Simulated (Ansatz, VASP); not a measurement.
# Cross-check of Ge17H12 (Ge wire along [110], 17 atoms a period, H-terminated) between VASP and Ansatz, part 2 of 2

One calculation is typed for both programs; each brings its own data sets. How far apart do they land? The cell is taken from a series of runs on this material, whose earlier steps may have relaxed, scaled, displaced or heated it; both programs get it as it stands.

VASP 6.6.1 and Ansatz 0.2.0.

So far: Set-up; VASP: single point, HSE06.

## Step 3: Ansatz: single point, HSE06

Level of this step: Ansatz beside VASP: Kohn-Sham DFT, plane waves, HSE06 (Ansatz).

Ansatz runs on its PAW soft_1 files.

The same cell, functional, mesh and smearing now go to Ansatz, which takes its cutoff from its data sets.

File input.yaml:

```yaml
crystal:
  lattice:
    - [20.121, 0.0, 0.0]
    - [0.0, 17.493, 0.0]
    - [0.0, 0.0, 4.089699109]
  atoms:
    - { symbol: H, position: [0.171784443, 0.428698139, 0.0] }
    - { symbol: Ge, position: [0.217492662, 0.5, 0.0] }
    - { symbol: Ge, position: [0.429000026, 0.384420834, 0.0] }
    - { symbol: H, position: [0.456145179, 0.802193575, 0.0] }
    - { symbol: Ge, position: [0.501109937, 0.270232788, 0.0] }
    - { symbol: Ge, position: [0.500212635, 0.5, 0.0] }
    - { symbol: Ge, position: [0.712060079, 0.385900069, 0.0] }
    - { symbol: H, position: [0.756308149, 0.312887776, 0.0] }
    - { symbol: Ge, position: [0.783130023, 0.5, 0.0] }
    - { symbol: H, position: [0.829601929, 0.5, 0.298631806] }
    - { symbol: Ge, position: [0.286352533, 0.5, 0.5] }
    - { symbol: H, position: [0.314700087, 0.313585924, 0.5] }
    - { symbol: H, position: [0.314700087, 0.686414076, 0.5] }
    - { symbol: Ge, position: [0.359111754, 0.3865349, 0.5] }
    - { symbol: Ge, position: [0.359111754, 0.6134651, 0.5] }
    - { symbol: Ge, position: [0.570090366, 0.270182195, 0.5] }
    - { symbol: Ge, position: [0.570090366, 0.729817805, 0.5] }
    - { symbol: Ge, position: [0.571189383, 0.5, 0.5] }
    - { symbol: H, position: [0.615059956, 0.197746514, 0.5] }
    - { symbol: H, position: [0.615059956, 0.802253486, 0.5] }
    - { symbol: Ge, position: [0.642227483, 0.384229555, 0.5] }
    - { symbol: Ge, position: [0.642227483, 0.615770445, 0.5] }
    - { symbol: H, position: [0.829601929, 0.5, 0.701368194] }
    - { symbol: H, position: [0.171784443, 0.571301861, 0.0] }
    - { symbol: Ge, position: [0.429000026, 0.615579166, 0.0] }
    - { symbol: H, position: [0.456145179, 0.197806425, 0.0] }
    - { symbol: Ge, position: [0.501109937, 0.729767212, 0.0] }
    - { symbol: Ge, position: [0.712060079, 0.614099931, 0.0] }
    - { symbol: H, position: [0.756308149, 0.687112224, 0.0] }
kpoints:
  mp_grid: { grid: [1, 1, 8] }
scf:
  occupations: { method: fermi_dirac, width: 0.05 }
hamiltonian:
  xc: hse06
  pseudopotentials: { kind: paw, azcp: { folder: soft_1 } }
```

On the command line:

```
$ ansatz run input.yaml --threads 4 --pin off --max-ram 16384MiB --backend cpu --events-out ev --progress --plain --runs-dir out
```

Numbers of over 12 decimals in the logs are rounded to 6 here.

The program printed:

```text
Engine: ansatz 0.2.0, aarch64-unknown-linux-gnu
Pseudopotentials: kind: paw
Pseudopotential: H, paw, valence charge 1, recommended cutoff 420 eV (normal), soft_1/H.paw.azcp
Pseudopotential: Ge, paw, valence charge 14, recommended cutoff 420 eV (normal), soft_1/Ge.paw.azcp
Functional definition: HSE06
  parameter a = 0.25
  parameter omega = 0.11/bohr
  exchange = pbe_x - a*pbe_x_sr(omega) + a*exact_x_sr(omega)
  correlation = pbe_c
exact exchange is computed by density-matrix convolution in blocks of its matrices' elements, and the band table is solved from pair densities, because memory is short: all the matrices together need a memory limit of at least 33.48 GiB (a later check in the same run can ask for more); the limit here is 14.40 GiB. Converged results can differ within the SCF's convergence thresholds (on PAW files also the tolerances of a grid that the files size), and by more for orbitals that break the crystal symmetry, other than real ones at the zone centre alone (scf.exx.build). A real-time propagation's can differ in their last digits. [rest of the remark cut]
Crystal: 29 atoms, lattice volume = 1439.479 Å³
Basis set: ecut = 420 eV, 28089 PW (Γ)
Bands: 154, of which v1, the nominal top of the filled ones, is band 125 counted from 1 (124 counted from 0)
Symmetry: 4 space group operations
Space group: Pmm2 (ITA 25), of the structure as read, at distance tolerance 1.1e-4 Å
k-points: 5 of 8
Non-local potential: H, projectors of the file, l = 0: 2, l = 1: 1
Non-local potential: Ge, projectors of the file, l = 0: 2, l = 1: 2, l = 2: 3, l = 3: 1
PAW form: soft (Blöchl's): semilocal exchange-correlation on the pseudo side does not see the compensation charge
PAW frozen core: Ge, regenerated for the run's functional, and the local potential with it (the file was generated under x = pbe(κ = 0.804, μ = 0.219515), c = pbe(β = 0.066725))
PAW one-centre angular grid: H, 110 points (default); XC on 64 Gauss nodes
PAW one-centre angular grid: Ge, 590 points (default); XC on 64 Gauss nodes
Initial density: superposition of atomic densities (neutral atoms: chi_scale 0, normalization atom)
Initial wavefunctions: pseudopotential atomic-orbital guess
Functional: x = pbe(κ = 0.804, μ = 0.219515), c = pbe(β = 0.066725), warm-up for x = pbe(κ = 0.804, μ = 0.219515) + 0.25 (exact − pbe) at short range (hse, ω = 0.207870 Å⁻¹), c = pbe(β = 0.066725); HSE06 as pw.x's `hse` composes it (authors' and Libxc's form: `xc: wpbeh`)
iter 1 solved again at ethr=4.64e-3 eV; its pass at ethr=1.00e-1 eV (dr2=1.16e1 eV) is discarded
SCF iter   1: F=—  HF=-73205.528214 eV  |F-HF|=—  |Δ(HF+E_count)|=         —  Δρ=3.14e-2  dr2=1.19e1  ethr=4.64e-3  ⟨swp⟩=14.2  Hψ=4045  notcnv=0
preconditioner: auto → none  [insulator: Δε(μ)=1.444 eV  Ē_g=21.858 eV  σ=0.050 eV  W_gap=1.00  n_scr=220 (ndim 8)  ℏωp=15.5 eV  f_vac=0.600  D(μ)=0.00/eV (n_scr^D=0)]
SCF iter   2: F=—  HF=-73202.806741 eV  |F-HF|=—  |Δ(HF+E_count)|=    2.72e0  Δρ=1.23e-2  dr2=2.29e0  ethr=4.64e-3  ⟨swp⟩=6.8  Hψ=1817  notcnv=0  defer=2
SCF iter   3: F=—  HF=-73203.772992 eV  |F-HF|=—  |Δ(HF+E_count)|=   9.66e-1  Δρ=7.29e-3  dr2=8.12e0  ethr=9.15e-4  ⟨swp⟩=10.2  Hψ=2452  notcnv=0  defer=2  recentre
iter 4 solved again at ethr=2.99e-5 eV; its pass at ethr=9.15e-4 eV (dr2=7.46e-2 eV) is discarded
SCF iter   4: F=—  HF=-73202.387396 eV  |F-HF|=—  |Δ(HF+E_count)|=    1.39e0  Δρ=2.08e-3  dr2=7.61e-2  ethr=2.99e-5  ⟨swp⟩=4.2  Hψ=3776  notcnv=0
SCF iter   5: F=—  HF=-73202.383200 eV  |F-HF|=—  |Δ(HF+E_count)|=   4.20e-3  Δρ=1.09e-3  dr2=1.43e-2  ethr=2.99e-5  ⟨swp⟩=7.4  Hψ=1880  notcnv=0
SCF iter   6: F=—  HF=-73202.384520 eV  |F-HF|=—  |Δ(HF+E_count)|=   1.32e-3  Δρ=3.81e-4  dr2=8.08e-3  ethr=5.71e-6  ⟨swp⟩=7.4  Hψ=1779  notcnv=0
[...]
SCF iter   5: F=—  HF=-73217.802039 eV  |F-HF|=—  |Δ(HF+E_count)|=   6.45e-4  Δρ=1.35e-4  dr2=3.18e-3  ethr=5.42e-7  ⟨swp⟩=4.0  Hψ=2064  notcnv=0
SCF iter   6: F=—  HF=-73217.801390 eV  |F-HF|=—  |Δ(HF+E_count)|=   6.49e-4  Δρ=3.87e-5  dr2=1.51e-4  ethr=5.42e-7  ⟨swp⟩=3.6  Hψ=1511  notcnv=0
SCF iter   7: F=-73217.802516 eV  HF=-73217.802549 eV  |F-HF|=3.29e-5  |Δ(HF+E_count)|=   1.16e-3  Δρ=6.50e-5  dr2=4.32e-5  ethr=1.12e-8  ⟨swp⟩=6.6  Hψ=3027  notcnv=0  defer=2
SCF 2 stopped early in 7 iterations: F = -73217.802516 eV  dr2 = 4.32e-5
hybrid outer 1: dexx = +9.471e-2 eV, tail = 6.35e-4 eV
Exchange kernel: α = 0.2500, screened, ω = 0.2079 Å⁻¹, Wigner–Seitz truncation, v(0) = 1044.4609 eV·Å³, q-mesh 1×1×8, nearest image of the exchange supercell L = 17.49 Å, pair-density grid 90×75×20, without the augmentation charges, whose exchange is taken in its separable form by FFT convolution over the k-point mesh (sized by the pseudopotential files, 135×120×30 at the most), smooth part of the exact exchange by density-matrix convolution
Frozen-core exchange: fock
SCF iter   1: F=—  HF=-73217.805018 eV  |F-HF|=—  |Δ(HF+E_count)|=         —  Δρ=4.86e-5  dr2=2.50e-5  ethr=1.27e-6  ⟨swp⟩=14.6  Hψ=1820  notcnv=0
preconditioner: auto → none  [insulator: Δε(μ)=2.079 eV  Ē_g=10.049 eV  σ=0.050 eV  W_gap=1.00  n_scr=220 (ndim 8)  ℏωp=8.8 eV  f_vac=0.637  D(μ)=0.00/eV (n_scr^D=0)]
iter 2 solved again at ethr=4.07e-10 eV; its pass at ethr=7.00e-9 eV (dr2=1.02e-6 eV) is discarded
SCF iter   2: F=—  HF=-73217.805021 eV  |F-HF|=—  |Δ(HF+E_count)|=   2.77e-6  Δρ=9.17e-6  dr2=1.93e-6  ethr=4.07e-10  ⟨swp⟩=4.2  Hψ=3832  notcnv=0  defer=42
SCF iter   3: F=—  HF=-73217.805027 eV  |F-HF|=—  |Δ(HF+E_count)|=   6.36e-6  Δρ=5.05e-6  dr2=1.01e-6  ethr=4.07e-10  ⟨swp⟩=6.6  Hψ=2461  notcnv=0  defer=9
SCF iter   4: F=—  HF=-73217.805027 eV  |F-HF|=—  |Δ(HF+E_count)|=   2.70e-8  Δρ=2.85e-6  dr2=1.08e-6  ethr=3.81e-10  ⟨swp⟩=4.6  Hψ=1585  notcnv=0  defer=2
SCF iter   5: F=-73217.805027 eV  HF=-73217.805027 eV  |F-HF|=2.53e-8  |Δ(HF+E_count)|=   2.33e-7  Δρ=9.02e-7  dr2=4.31e-8  ethr=3.81e-10  ⟨swp⟩=3.6  Hψ=1487  notcnv=0  defer=2
SCF 3 converged in 5 iterations: F = -73217.805027 eV  dr2 = 4.31e-8
hybrid outer 2: dexx = +7.582e-6 eV, tail = 3.62e-7 eV, Δε = 7.11e-3 eV (about 2.73e-4 eV left of the loop's levels)
hybrid SCF converged: 2 outer / 12 inner (+8 warm-up), last move |dexx| = 7.58e-6 eV, tail = 3.62e-7 eV
Stability not checked: this state was not tested for a lower state beside it, because the functional holds exact exchange (a hybrid, or Hartree-Fock), whose exchange loop this test does not read (fock_operator; see scf.lower_state_search)
Free energy (F): -73217.805027 eV
Frozen-core exchange: fock
Harris-Foulkes:  -73217.805027 eV  (|F-HF|=2.53e-8)
Internal energy: -73217.805027 eV  (E = F + TS)
E sigma→0 (E₀):  -73217.805027 eV
Fermi energy:    -0.536092 eV
--- Per-component energies (eV) ---
  E_band       = -5448.661240
  E_kinetic    = 1708.218312
  E_local      = -166316.402330  (includes V_loc(G=0)·N_el)
  E_nonlocal   = 3705.114365
  E_hartree    = 81178.655460
  E_xc         = -1059.212117
  E_vxc        = -987.622630  (∫ρ·V_xc dr)
  E_exx        = -947.385694  (= α·E_x^exact, valence–valence)
  E_paw        = -33557.235684  (= ΣΔE_a)
  E_vpaw       = -4020.457974  (= ΣTr[D̂ρ^β])
  E_aug_tail   = -0.010700  (compensation charges beyond the density's cutoff)
  E_ewald      = 42076.664609
  E_core_change = -6.211247  (= ΣΔE_core)
  E_smearing   = -0.000000  (= −TS)
  E_closure    = -0.000000  (closes the sum)
  Σ components = -73217.805027   (vs F -73217.805027, Δ=0.00e0)
--- Band table (eV; the first three rows and the last of 5) ---
  k-point 0: bands = [... 121 lower, -2.3992, -2.3806, -2.0164, -1.5659, 0.5134]
  k-point 1: bands = [... 121 lower, -2.6401, -2.6150, -2.4166, -2.2106, 1.4406]
  k-point 2: bands = [... 121 lower, -2.9241, -2.7765, -2.7562, -2.6006, 1.5516]
  k-point 4: bands = [... 121 lower, -3.3388, -3.2629, -3.2134, -3.1986, 1.1733]
  guard bands above this table: 28 of the run's 154 bands. The solve was not asked for them (output.publish_guard_bands: true or output.eigenvalues: true publishes all)
```

## Step 4: Comparison

Known differences besides the potentials themselves: exact exchange at q = 0 is treated differently, which shows on coarse meshes; VASP keeps PBE cores, Ansatz makes them for the functional; the cutoff is 420 eV in Ansatz and 410 eV in VASP (PREC = Accurate, projectors in real space); VASP takes a coarser grid for exact exchange (PRECFOCK = Fast). Total energies have different zeros and are not compared.

Both answers:

| quantity | Ansatz | VASP | difference |
| --- | --- | --- | --- |
| gap on the k mesh (eV) | 2.079 | 2.084 | -0.005 |

A gap on the mesh is an upper bound, since the band edges may lie between its points.

## Step 5: What came out

```yaml
difference_in_gap_on_the_k_mesh_single_point_hse06: -0.0046 eV
```

What this shows: The difference in gap on the k mesh is -0.0046 eV (single point, HSE06), within the 0.08 eV picked in this series as the mark of a large difference. How closely two codes agree says nothing of how well the functional describes the real material.

[Lines on the potential files, build, host, timing and source positions are cut from VASP's logs without a mark.]

[Logs are printed without paths, hosts, clocks, repeated set-up lines and the standing remarks that a program may print on its own settings, such as how far it seeks lower states.]

[Hosts, paths, dates, database ids (printed as entryN), source tags and the programs' standing remarks are cut or masked in the printed files.]
